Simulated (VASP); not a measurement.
Method: PW91 GGA, VASP's PBE PAW potentials (set 64) (plane waves; VASP).

A VASP calculation is set up with these files.

KPOINTS:
```
k-points along high-symmetry lines
15
Line-mode
Reciprocal
  0.000000   0.000000   0.000000 ! GAMMA
  0.000000   0.500000   0.000000 ! X

  0.000000   0.500000   0.000000 ! X
  0.500000   0.500000   0.000000 ! M

  0.500000   0.500000   0.000000 ! M
  0.000000   0.000000   0.000000 ! GAMMA

  0.000000   0.000000   0.000000 ! GAMMA
  0.500000   0.500000   0.500000 ! R

  0.500000   0.500000   0.500000 ! R
  0.000000   0.500000   0.000000 ! X

  0.500000   0.500000   0.500000 ! R
  0.500000   0.500000   0.000000 ! M
```

### INCAR
```
ALGO=Normal
EDIFF=1E-7
ENCUT=520
GGA=91
ICHARG=11
ISMEAR=0
LASPH=.True.
LCHARG=.False.
LMAXMIX=4
LORBIT=11
LREAL=.False.
LWAVE=.False.
NELM=100
PREC=Accurate
SIGMA=0.05
SYSTEM=Al3Sc
```

POSCAR:
```
Al3Sc
1
    4.1094955351     0.0000000000    -0.0000000000
   -0.0000000000     4.1094955351     0.0000000000
   -0.0000000000     0.0000000000     4.1094955351
Sc Al
1 3
Direct
  0.0000000000   0.0000000000   0.0000000000
  0.0000000000   0.5000000000   0.5000000000
  0.5000000000   0.0000000000   0.5000000000
  0.5000000000   0.5000000000   0.0000000000
```

POTCAR, in this order: Sc_sv Al (PBE.64 set). Program: vasp_std. Read from the step before: CHGCAR.

The run wrote:

OUTCAR:
```
 ion  position               nearest neighbor table
   1  0.000  0.000  0.000-   2 2.91   3 2.91   4 2.91   2 2.91   3 2.91   2 2.91   4 2.91   2 2.91
                             3 2.91   4 2.91   3 2.91   4 2.91
   2  0.000  0.500  0.500-   1 2.91   3 2.91   4 2.91   1 2.91   4 2.91   1 2.91   3 2.91   1 2.91
                             3 2.91   4 2.91   4 2.91   3 2.91
   3  0.500  0.000  0.500-   1 2.91   2 2.91   4 2.91   1 2.91   4 2.91   2 2.91   4 2.91   4 2.91
                             1 2.91   2 2.91   1 2.91   2 2.91
   4  0.500  0.500  0.000-   1 2.91   2 2.91   3 2.91   2 2.91   3 2.91   1 2.91   3 2.91   3 2.91
                             1 2.91   2 2.91   2 2.91   1 2.91
  LATTYP: Found a simple cubic cell.
 ALAT       =     4.1094955351
 Subroutine PRICEL returns:
 Original cell was already a primitive cell.
 Subroutine GETGRP returns: Found 48 space group operations
The static configuration has the point symmetry O_h .
The dynamic configuration has the point symmetry O_h .
 Subroutine INISYM returns: Found 48 space group operations
   k-points           NKPTS =     90   k-points in BZ     NKDIM =     90   number of bands    NBANDS=     14
   number of dos      NEDOS =    301   number of ions     NIONS =      4
   total plane-waves  NPLWV =  32768
   dimension x,y,z NGX =    32 NGY =   32 NGZ =   32
   dimension x,y,z NGXF=    64 NGYF=   64 NGZF=   64
   ions per type =               1   3
   PREC   = accura    normal or accurate (medium, high low for compatibility)
   ISTART =      0    job   : 0-new  1-cont  2-samecut
   ICHARG =     11    charge: 1-file 2-atom 10-const
   ISPIN  =      1    spin polarized calculation?
   LNONCOLLINEAR =      F non collinear calculations
   LSORBIT =      F    spin-orbit coupling
   INIWAV =      1    electr: 0-lowe 1-rand  2-diag
   ENCUT  =  520.0 eV  38.22 Ry    6.18 a.u.   7.64  7.64  7.64*2*pi/ulx,y,z
   NELM   =    100;   NELMIN=  2; NELMDL= -5     # of ELM steps
   EDIFF  = 0.1E-06   stopping-criterion for ELM
   LREAL  =      F    real-space projection
   NLSPLINE    = F    spline interpolate recip. space projectors
   LMAXMIX     =    4 max onsite mixed and CHGCAR
   VOSKOWN=      0    Vosko Wilk Nusair interpolation
   EDIFFG = 0.1E-05   stopping-criterion for IOM
   NSW    =      0    number of steps for IOM
   NBLOCK =      1;   KBLOCK =      1    inner block; outer block
...
```

### OSZICAR
```
       N       E                     dE             d eps       ncg     rms          rms(c)
DAV:   1     0.116436788715E+03    0.11644E+03   -0.85187E+03  2528   0.129E+03
DAV:   2    -0.114233150973E+02   -0.12786E+03   -0.12599E+03  2538   0.358E+02
DAV:   3    -0.192190827840E+02   -0.77958E+01   -0.73983E+01  3976   0.739E+01
DAV:   4    -0.193574912152E+02   -0.13841E+00   -0.13804E+00  3532   0.101E+01
DAV:   5    -0.193607370150E+02   -0.32458E-02   -0.32446E-02  3554   0.151E+00
DAV:   6    -0.193608269943E+02   -0.89979E-04   -0.89972E-04  3712   0.303E-01
DAV:   7    -0.193608288368E+02   -0.18424E-05   -0.18426E-05  3688   0.368E-02
DAV:   8    -0.193608288689E+02   -0.32174E-07   -0.31964E-07  2720   0.538E-03
   1 F= -.19360829E+02 E0= -.19360207E+02  d E =-.124404E-02
```

File OUTCAR:
```
 val. band max:        6.9105875061   @ k =   0.2857   0.5000   0.0000

 cond. band min:       6.9516396325   @ k =   0.3214   0.3214   0.0000



 k-point     1 :       0.0000    0.0000    0.0000
  band No.  band energies     occupation
      1     -41.8136      2.00000
      2     -20.6082      2.00000
      3     -20.6082      2.00000
      4     -20.6082      2.00000
      5      -2.8305      2.00000
      6       4.5070      2.00000
      7       4.5070      2.00000
      8       5.2990      2.00000
      9       5.2990      2.00000
     10       5.2990      2.00000
     11       8.3823      0.00000
     12       8.3823      0.00000
     13       8.3823      0.00000
     14       8.4275      0.00000

 k-point     2 :       0.0000    0.0357    0.0000
  band No.  band energies     occupation
      1     -41.8136      2.00000
      2     -20.6086      2.00000
      3     -20.6082      2.00000
      4     -20.6082      2.00000
      5      -2.8189      2.00000
      6       4.3557      2.00000
      7       4.5164      2.00000
      8       5.3006      2.00000
      9       5.3006      2.00000
     10       5.4175      2.00000
     11       8.3749      0.00000
     12       8.3749      0.00000
     13       8.3860      0.00000
     14       8.4788      0.00000

 k-point     3 :       0.0000    0.0714    0.0000
  band No.  band energies     occupation
      1     -41.8135      2.00000
      2     -20.6097      2.00000
      3     -20.6081      2.00000
      4     -20.6081      2.00000
      5      -2.7841      2.00000
      6       4.0332      2.00000
      7       4.5443      2.00000
      8       5.3054      2.00000
      9       5.3054      2.00000
     10       5.6461      2.00000
     11       8.3536      0.00000
     12       8.3536      0.00000
     13       8.3967      0.00000
     14       8.6261      0.00000

 k-point     4 :       0.0000    0.1071    0.0000
  band No.  band energies     occupation
      1     -41.8135      2.00000
...
```

The density is held fixed in this step, so its total energy and stress have no physical meaning.

The compound is Al3Sc in the L1_2 structure. It was relaxed first.
